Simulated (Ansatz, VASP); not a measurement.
# Cross-check of Ba16Si49O114 (liquid 75SiO2-25BaO (mol %) at 2000 K) between VASP and Ansatz

One calculation is typed for both programs; each brings its own data sets. How far apart do they land? The structure shown is the start of the Ansatz relaxation below; VASP solves that cell, so the two are compared at the walk's first step.

Program: Ansatz 0.2.0. Level of theory: plane waves, with VASP 6.6.1 beside it; single point at PBE. Results are calculated unless marked as measured.

## 1. The structure

The cell holds 179 atoms: 49 Si, 16 Ba and 114 O. Cell: a = 14.152 Å, b = 14.152 Å, c = 14.152 Å, α = 90.0°, β = 90.0°, γ = 90.0°. As first built, before any earlier steps moved the atoms (in the runner's words): 179 atoms (49 Si, 16 Ba, 114 O) placed at random at 3.16 g/cm^3, melted at 4000 K for 10 ps at fixed volume with the Morse and Coulomb pair potential with partial charges (Pedone, Malavasi, Menziani, Cormack and Segre, J. Phys. Chem. B 110, 11780 (2006)). Snapshot at the end of a hold of 10 ps at 2000 K and fixed volume. The cell carries charge −1.

## 2. Ansatz: relaxation, PBE

Ansatz runs on its default PAW (the set named soft_2) files.

The two programs are compared at the cell with which this relaxation starts, whose forces are those of its first step.

Input file input.yaml:

```yaml
crystal:
  lattice:
    - [14.1521, 0.0, 0.0]
    - [0.0, 14.1521, 0.0]
    - [0.0, 0.0, 14.1521]
  atoms:
    - { symbol: Si, position: [0.19144, 0.0015, 0.63472] }
    - { symbol: Si, position: [0.16497, 0.8094, 0.7213] }
    - { symbol: Si, position: [0.12915, 0.93902, 0.26031] }
    - { symbol: Si, position: [0.86904, 0.68892, 0.72465] }
    - { symbol: Si, position: [0.35769, 0.12027, 0.55938] }
    - { symbol: Si, position: [0.97186, 0.80477, 0.35716] }
    - { symbol: Si, position: [0.50182, 0.20437, 0.69217] }
    - { symbol: Si, position: [0.96373, 0.95779, 0.97887] }
    - { symbol: Si, position: [0.55503, 0.00531, 0.25243] }
    - { symbol: Si, position: [0.09879, 0.03415, 0.45199] }
    - { symbol: Si, position: [0.76576, 0.33082, 0.14718] }
    - { symbol: Si, position: [0.35106, 0.96255, 0.96801] }
    - { symbol: Si, position: [0.29534, 0.82356, 0.32175] }
    - { symbol: Si, position: [0.7392, 0.16482, 0.02323] }
    - { symbol: Si, position: [0.54242, 0.51983, 0.21988] }
    - { symbol: Si, position: [0.45338, 0.71073, 0.22366] }
    - { symbol: Si, position: [0.46194, 0.40469, 0.73603] }
    - { symbol: Si, position: [0.27631, 0.32819, 0.50897] }
    - { symbol: Si, position: [0.39972, 0.16284, 0.88832] }
    - { symbol: Si, position: [0.39032, 0.63485, 0.97038] }
    - { symbol: Si, position: [0.60164, 0.88718, 0.52161] }
    - { symbol: Si, position: [0.04652, 0.42979, 0.05873] }
    - { symbol: Si, position: [0.93922, 0.39361, 0.44792] }
    - { symbol: Si, position: [0.15195, 0.0335, 0.055] }
    - { symbol: Si, position: [0.92003, 0.45444, 0.23759] }
    - { symbol: Si, position: [0.01611, 0.76869, 0.88645] }
    - { symbol: Si, position: [0.49123, 0.60902, 0.64315] }
    - { symbol: Si, position: [0.07491, 0.25135, 0.51569] }
    - { symbol: Si, position: [0.7279, 0.22068, 0.67086] }
    - { symbol: Si, position: [0.84189, 0.4358, 0.9649] }
[... 143 atom lines left out ...]
    - { symbol: O, position: [0.33082, 0.3873, 0.4283] }
    - { symbol: O, position: [0.51616, 0.25012, 0.13111] }
    - { symbol: O, position: [0.07418, 0.00511, 0.9747] }
    - { symbol: O, position: [0.83081, 0.73488, 0.14485] }
    - { symbol: O, position: [0.24767, 0.7335, 0.74338] }
    - { symbol: O, position: [0.45324, 0.24166, 0.95734] }
total_charge: -1
kpoints:
  mp_grid: { grid: [1, 1, 1] }
hamiltonian:
  xc: pbe
scf:
  occupations: { method: fermi_dirac, width: 0.01 }
  lower_state_search: "off"
output:
  forces: true
magnetization:
  spin_polarized: true
  initial_magnetization: 1
relax:
  f_tol: 0.05
  max_steps: 90
```

Started as:

```sh
ansatz run input.yaml --threads 4 --pin off --max-ram 15872MiB --backend cpu --events-out ev --progress --plain --runs-dir out
```

Numbers of over 12 decimals in the logs are rounded to 6 here.

The log of the run:

```text
Engine: ansatz 0.2.0, aarch64-unknown-linux-gnu
Pseudopotentials: kind: paw
Pseudopotential: Si, paw, valence charge 4, recommended cutoff 420 eV (normal), Si.paw.azcp
Pseudopotential: Ba, paw, valence charge 10, recommended cutoff 420 eV (normal), Ba.paw.azcp
Pseudopotential: O, paw, valence charge 6, recommended cutoff 420 eV (normal), O.paw.azcp
Functional definition: PBE
  parameter kappa = 0.804
  parameter beta = 0.066725
  exchange = pbe_x(kappa = kappa, mu = beta*pi^2/3)
  correlation = pbe_c(beta = beta)
Crystal: 179 atoms, lattice volume = 2834.410 Å³
Basis set: ecut = 420 eV, 55467 PW (Γ), exchange–correlation on 192×192×192 points (8 copies of the dense FFT grid, shifted against one another)
Bands: 700, of which v1, the nominal top of the filled ones, is band 521 counted from 1 (520 counted from 0)
Symmetry: 1 space group operations
Space group: P1 (ITA 1), of the structure as read, at distance tolerance 1.4e-4 Å
Magnetic group: BNS 1.1 (UNI 1), of the structure as read, at distance tolerance 1.4e-4 Å
k-points: 1
Non-local potential: Si, projectors of the file, l = 0: 2, l = 1: 2, l = 2: 2
Non-local potential: Ba, projectors of the file, l = 0: 3, l = 1: 2, l = 2: 2, l = 3: 2
Non-local potential: O, projectors of the file, l = 0: 2, l = 1: 2, l = 2: 1
PAW form: soft (Blöchl's): semilocal exchange-correlation on the pseudo side does not see the compensation charge
PAW one-centre angular grid: Si, 110 points (default); XC on 64 Gauss nodes
PAW one-centre angular grid: Ba, 194 points (default); XC on 64 Gauss nodes
PAW one-centre angular grid: O, 110 points (default); XC on 64 Gauss nodes
Initial density: superposition of atomic densities (chi_scale 0.1, normalization cell, long waves 9 % of neutral atoms scaled as one to the charged cell's electrons (reshape's long-wave potential 1.09 eV rms, cloud 2.81 Å wide))
Starting moments: Σ|m| = 1 μB on 179 of 179 sites
Initial wavefunctions: pseudopotential atomic-orbital guess
Functional: x = pbe(κ = 0.804, μ = 0.219515), c = pbe(β = 0.066725)
SCF iter   1: F=—  HF=-191351.724325 eV  |F-HF|=—  |Δ(HF+E_count)|=         —  Δρ=4.18e-2 (↑4.16e-2 ↓4.18e-2)  dr2=3.19e2  dr2_m=5.70e-2  M=1.000 μB ∫|m|=1.054 μB  β_m=1.00  ethr=3.10e-3  ⟨swp⟩=8.0  Hψ=7832  notcnv=0  defer=303
preconditioner: auto → Resta (q_TF=auto, 2.309 Å⁻¹)  ε∞=4.0  [insulator: Δε(μ)=0.065 eV  Ē_g=12.770 eV  σ=0.010 eV  W_gap=0.93  n_scr=618 (ndim 8)  ℏωp=22.1 eV  f_vac=0.040  D(μ)=7.21/eV (n_scr^D=18)  ε∞_Penn≈4.0]
spin=Collinear: Resta preconditioning applied to the charge; magnetization (m = ρ↑ − ρ↓) channel mixes plain (no charge-response kernel on spin).
SCF iter   2: F=—  HF=-191290.545832 eV  |F-HF|=—  |Δ(HF+E_count)|=         —  Δρ=2.34e-2 (↑2.34e-2 ↓2.34e-2)  dr2=1.38e2  dr2_m=8.81e-3  M=1.000 μB ∫|m|=1.059 μB  β_m=0.30  ethr=3.10e-3  ⟨swp⟩=4.0  Hψ=3638  notcnv=0  defer=346
Mixer restart at iter 2: flushing history
SCF iter   3: F=—  HF=-191268.534468 eV  |F-HF|=—  |Δ(HF+E_count)|=    2.20e1  Δρ=1.67e-2 (↑1.67e-2 ↓1.67e-2)  dr2=7.46e1  dr2_m=5.51e-3  M=1.000 μB ∫|m|=1.040 μB  β_m=0.30  ethr=3.10e-3  ⟨swp⟩=3.0  Hψ=2137  notcnv=0  defer=346
SCF iter   4: F=—  HF=-191245.833595 eV  |F-HF|=—  |Δ(HF+E_count)|=    2.27e1  Δρ=7.64e-3 (↑7.64e-3 ↓7.51e-3)  dr2=9.62e0  dr2_m=3.01e-2  M=0.734 μB ∫|m|=0.806 μB  β_m=0.30  ethr=3.10e-3  ⟨swp⟩=5.5  Hψ=3225  notcnv=0  defer=343
SCF iter   5: F=—  HF=-191243.557490 eV  |F-HF|=—  |Δ(HF+E_count)|=    2.28e0  Δρ=3.41e-3 (↑3.41e-3 ↓3.21e-3)  dr2=2.20e0  dr2_m=1.60e-2  M=0.715 μB ∫|m|=0.778 μB  β_m=0.30  ethr=9.24e-4  ⟨swp⟩=7.0  Hψ=2581  notcnv=0  defer=349
SCF iter   6: F=—  HF=-191243.353941 eV  |F-HF|=—  |Δ(HF+E_count)|=   2.04e-1  Δρ=2.40e-3 (↑2.40e-3 ↓2.24e-3)  dr2=6.47e-1  dr2_m=7.49e-3  M=0.726 μB ∫|m|=0.770 μB  β_m=0.30  ethr=2.12e-4  ⟨swp⟩=9.5  Hψ=2320  notcnv=0  defer=345
SCF iter   7: F=—  HF=-191243.420571 eV  |F-HF|=—  |Δ(HF+E_count)|=   6.66e-2  Δρ=7.68e-4 (↑7.68e-4 ↓7.20e-4)  dr2=5.39e-2  dr2_m=2.67e-3  M=0.722 μB ∫|m|=0.752 μB  β_m=0.30  ethr=6.21e-5  ⟨swp⟩=6.5  Hψ=2416  notcnv=0  defer=346
Mixer restart at iter 7: flushing history
spin-set hold released at iteration 7 (site moments contracting): the magnetisation degrees of freedom join the quasi-Newton model from the next iteration; the mixer history was flushed
SCF iter   8: F=—  HF=-191243.438755 eV  |F-HF|=—  |Δ(HF+E_count)|=   1.82e-2  Δρ=5.53e-4 (↑5.53e-4 ↓5.05e-4)  dr2=2.92e-2  dr2_m=1.60e-3  M=0.661 μB ∫|m|=0.688 μB  β_m=0.63  ethr=5.17e-6  ⟨swp⟩=3.0  Hψ=1548  notcnv=0  defer=346
SCF iter   9: F=—  HF=-191243.472658 eV  |F-HF|=—  |Δ(HF+E_count)|=   3.39e-2  Δρ=2.51e-4 (↑2.51e-4 ↓2.15e-4)  dr2=8.73e-3  dr2_m=2.36e-4  M=0.390 μB ∫|m|=0.415 μB  β_m=0.67  ethr=2.80e-6  ⟨swp⟩=5.5  Hψ=2131  notcnv=0  defer=346
[...]
- { symbol: O, position: [0.047771, 0.863137, 0.290766] }
    - { symbol: O, position: [0.819436, 0.365082, 0.871797] }
    - { symbol: O, position: [0.414577, 0.663663, 0.716998] }
    - { symbol: O, position: [0.464751, 0.157662, 0.791242] }
    - { symbol: O, position: [0.461552, 0.133299, 0.608423] }
    - { symbol: O, position: [0.335207, 0.740667, 0.229709] }
    - { symbol: O, position: [0.492922, 0.414595, 0.218693] }
    - { symbol: O, position: [0.926105, 0.740317, 0.816705] }
    - { symbol: O, position: [0.826688, 0.981509, 0.520969] }
    - { symbol: O, position: [0.148541, 0.150107, 0.062014] }
    - { symbol: O, position: [0.245478, 0.569942, 0.233245] }
    - { symbol: O, position: [0.281356, 0.375489, 0.613220] }
    - { symbol: O, position: [0.530170, 0.258573, 0.316508] }
    - { symbol: O, position: [0.377383, 0.897109, 0.358254] }
    - { symbol: O, position: [0.096218, 0.144457, 0.476732] }
    - { symbol: O, position: [0.585162, 0.541441, 0.112362] }
    - { symbol: O, position: [0.995375, 0.986912, 0.464416] }
    - { symbol: O, position: [0.783807, 0.207386, 0.769724] }
    - { symbol: O, position: [0.775836, 0.395799, 0.053964] }
    - { symbol: O, position: [0.756844, 0.327850, 0.633964] }
    - { symbol: O, position: [0.848654, 0.364171, 0.221789] }
    - { symbol: O, position: [0.522709, 0.016003, 0.370816] }
    - { symbol: O, position: [0.991988, 0.645766, 0.120742] }
    - { symbol: O, position: [0.053643, 0.623938, 0.569979] }
[...]
- { symbol: O, position: [0.118793, 0.339738, 0.047653] }
    - { symbol: O, position: [0.352030, 0.417743, 0.769981] }
    - { symbol: O, position: [0.330742, 0.387784, 0.428345] }
    - { symbol: O, position: [0.516159, 0.250490, 0.130956] }
    - { symbol: O, position: [0.074142, 0.00543912, 0.974532] }
    - { symbol: O, position: [0.830341, 0.734631, 0.144367] }
    - { symbol: O, position: [0.247872, 0.733559, 0.743172] }
    - { symbol: O, position: [0.452970, 0.242027, 0.957597] }
```

## 3. VASP: single point, PBE, start cell

The same cell, functional, mesh and smearing now go to VASP, with its own data sets.

Lines of VASP's logs that name or quote its potential files are left out, and so is its time.

Input file INCAR:

```
SYSTEM = Ba16Si49O114
PREC = Accurate
ENCUT = 520
EDIFF = 1E-06
NELM = 200
ISMEAR = -1
SIGMA = 0.01
LREAL = Auto
ALGO = Normal
GGA = PE
NELECT = 1041
NBANDS = 645
ISPIN = 2
MAGMOM = 0 0 0 0 0 0 0 0 0 0 0 0 0 0 0 0 0 0 0 0 0 0 0 0 0 0 0 0 0 0 0 0 0 0 0 0 0 0 0 0 0 0 0 0 0 0 0 0 0 0 0 0 0 0 0 0 0 0 0 0 0 0 0 0 0 0 0 0 0 0 0 0 0 0 0 0 0 0 0 0 0 0 0 0 0 0 0 0 0 0 0 0 0 0 0 0 0 0 -0 -0 0 0 0 0 0 0 0 0 0 0 0 0 0 0 0 0 0 0 -0 0 0 0 0 0 0 0 0 0 0 0 0 -0 0 0 0 0 0 0 0 0 0 -0 0 0 0 0 0 0 0 0 -0 0 0 0 0 0 0 0 0 0 0 0 0 0 0 0 0 -0 0 0 0 0 0 0 -0 0 0 0 0
LORBIT = 11
LWAVE = .FALSE.
LCHARG = .FALSE.
ISIF = 2
LASPH = .TRUE.
GGA_COMPAT = .FALSE.
```

Input file POSCAR:

```
Ba16Si49O114
1.0
   14.1521000000      0.0000000000      0.0000000000
    0.0000000000     14.1521000000      0.0000000000
    0.0000000000      0.0000000000     14.1521000000
Si Ba O
49 16 114
Direct
    0.1914415528      0.0014980109      0.6347185223
    0.1649719830      0.8093993118      0.7212993125
    0.1291469111      0.9390196508      0.2603076575
    0.8690371040      0.6889224921      0.7246486387
    0.3576924979      0.1202719031      0.5593798800
    0.9718628331      0.8047710234      0.3571625412
    0.5018195180      0.2043724960      0.6921728931
    0.9637297645      0.9577871835      0.9788723935
    0.5550271691      0.0053066329      0.2524289681
    0.0987909921      0.0341504088      0.4519894574
    0.7657591453      0.3308201610      0.1471795705
    0.3510574402      0.9625497276      0.9680118145
    0.2953413274      0.8235597544      0.3217473025
    0.7391977162      0.1648165290      0.0232333011
    0.5424212661      0.5198309791      0.2198825616
    0.4533814770      0.7107284431      0.2236629193
    0.4619385109      0.4046890567      0.7360321083
    0.2763123494      0.3281915758      0.5089704002
    0.3997215961      0.1628380240      0.8883204613
    0.3903166315      0.6348527780      0.9703789544
    0.6016421591      0.8871828209      0.5216116336
    0.0465231308      0.4297878053      0.0587333329
    0.9392175013      0.3936094290      0.4479193901
    0.1519491807      0.0335003286      0.0550024378
    0.9200330693      0.4544413903      0.2375901810
    0.0161106832      0.7686915723      0.8864479477
    0.4912274503      0.6090191562      0.6431483667
    0.0749076109      0.2513478565      0.5156902509
    0.7278990397      0.2206810297      0.6708615682
    0.8418891896      0.4358010472      0.9649027353
[... 143 atom lines left out ...]
    0.3308201610      0.3872994114      0.4282968605
    0.5161566128      0.2501183570      0.1311112838
    0.0741798037      0.0051087824      0.9747034009
    0.8308095618      0.7348803358      0.1448477611
    0.2476734902      0.7335024484      0.7433808410
    0.4532401552      0.2416602483      0.9573420199
```

Input file KPOINTS:

```
Automatic mesh
0
Gamma
1 1 1
0 0 0
```

Potentials, in the order of the species: Si, Ba_sv and O (PBE family, release 64).

Started as:

```sh
export OMP_NUM_THREADS=4
mpirun -np 1 vasp_gam
```

The log of the run:

```text
[banner, memory and clock lines left out]
running    1 mpi-ranks, on    1 nodes
[...]
Offloading initialized ...    1 GPUs detected
[...]
LDA part: xc-table for (Slater+PW92), standard interpolation
 POSCAR, INCAR and KPOINTS ok, starting setup
[...]
entering main loop
       N       E                     dE             d eps       ncg     rms          rms(c)
DAV:   1     0.100439416122E+05    0.10044E+05   -0.60274E+05  2620   0.157E+03
DAV:   2    -0.595294290416E+03   -0.10639E+05   -0.10300E+05  3190   0.376E+02
DAV:   3    -0.152112136734E+04   -0.92583E+03   -0.91972E+03  3008   0.118E+02
DAV:   4    -0.155221676425E+04   -0.31095E+02   -0.30971E+02  3240   0.205E+01
DAV:   5    -0.155386574681E+04   -0.16490E+01   -0.16484E+01  3928   0.395E+00BRMIX: very serious problems
 the old and the new charge density differ
 old charge density:  1040.00000 new 1041.00000
    0.105E+02
DAV:   6    -0.135456764511E+04    0.19930E+03   -0.93559E+02  2976   0.372E+01    0.457E+01
DAV:   7    -0.135567541513E+04   -0.11078E+01   -0.47196E+01  3224   0.868E+00    0.212E+01
DAV:   8    -0.135466738254E+04    0.10080E+01   -0.11059E+01  2984   0.472E+00    0.800E+00
DAV:   9    -0.135429308690E+04    0.37430E+00   -0.18194E+00  3432   0.257E+00    0.297E+00
[...]
DAV:  17    -0.135441885270E+04    0.44137E-05   -0.23330E-04  3232   0.273E-02    0.200E-02
DAV:  18    -0.135441885111E+04    0.15830E-05   -0.30063E-05  3016   0.810E-03    0.148E-02
DAV:  19    -0.135441885129E+04   -0.17522E-06   -0.94168E-06  2888   0.499E-03
   1 F= -.13544189E+04 E0= -.13544119E+04  d E =-.138629E-01  mag=     0.0003
```

OUTCAR, selected parts (step 3):

```text
 magnetization (x)
# of ion       s       p       d       tot
------------------------------------------
    1        0.000   0.000   0.000   0.000
    2        0.000   0.000   0.000   0.000
    3        0.000   0.000   0.000   0.000
    4        0.000   0.000   0.000   0.000
    5        0.000   0.000   0.000   0.000
    6        0.000   0.000   0.000   0.000
    7        0.000   0.000   0.000   0.000
    8        0.000   0.000   0.000   0.000
    9        0.000   0.000   0.000   0.000
   10        0.000   0.000   0.000   0.000
   11        0.000   0.000   0.000   0.000
   12        0.000   0.000   0.000   0.000
   13        0.000   0.000   0.000   0.000
[...]
--------------------------------------------------
tot          0.000  -0.000   0.000  -0.000

[... 1 further part left out ...]
```

This run allows spin, but its moments start at zero, where symmetry between the spins tends to hold them. Its electron count is odd, so without a moment it is a metal by construction. Harder data sets than Ba_sv exist (the GW ones), and pressures, volumes and forces can shift noticeably with them.

## 4. Comparison

Known differences besides the potentials themselves: the cutoff is 420 eV in Ansatz and 520 eV in VASP (PREC = Accurate, projectors in real space). Total energies have different zeros and are not compared.

Forces on 7 of the 179 atoms, those with the largest forces and the largest differences (eV/Å; atoms numbered as in POSCAR):

```tsv
atom	Ansatz x, y, z	VASP x, y, z
Ba51	-0.016, -0.037, -0.002	-0.203, 0.110, 0.169
Ba54	0.030, 0.036, 0.014	0.274, 0.041, 0.187
Ba62	0.059, 0.074, -0.004	0.036, 0.222, 0.021
Ba63	0.057, 0.009, -0.016	0.185, -0.029, -0.298
Ba65	-0.028, 0.009, 0.022	-0.039, 0.101, 0.236
O100	-0.001, 0.027, -0.005	0.089, -0.199, -0.146
O136	-0.029, 0.023, 0.039	-0.228, 0.068, 0.231
```

The forces differ by 46 meV/Å r.m.s., which is 79.9 % of the r.m.s. force of 0.058 eV/Å (both taken over all components). Moments aren't recorded for both runs of this pair, so they may hold unlike magnetic states. The cell carries a charge of -1 e against a uniform background, so its pressure also hangs on how the neutralising background is counted, and in a defect's cell a gap may be the spacing between its levels.

## 5. What came out

| Item | Value |
| --- | --- |
| r.m.s. force difference (single point, PBE, start cell) | 46 meV/Å |

What this shows: The r.m.s. force difference is 46 meV/Å (single point, PBE, start cell), beyond the 12 meV/Å picked in this series as the mark of a large difference. What causes the difference of the single point, PBE, start cell pair stays open here. 1 further run of this series is not shown here. How closely two codes agree says nothing of how well the functional describes the real material.

[Lines on the potential files, build, host, timing and source positions are cut from VASP's logs without a mark.]

[Logs are printed without paths, hosts, clocks, repeated set-up lines and the standing remarks that a program may print on its own settings, such as how far it seeks lower states.]

[Hosts, paths, dates, database ids (printed as entryN), source tags and the programs' standing remarks are cut or masked in the printed files.]
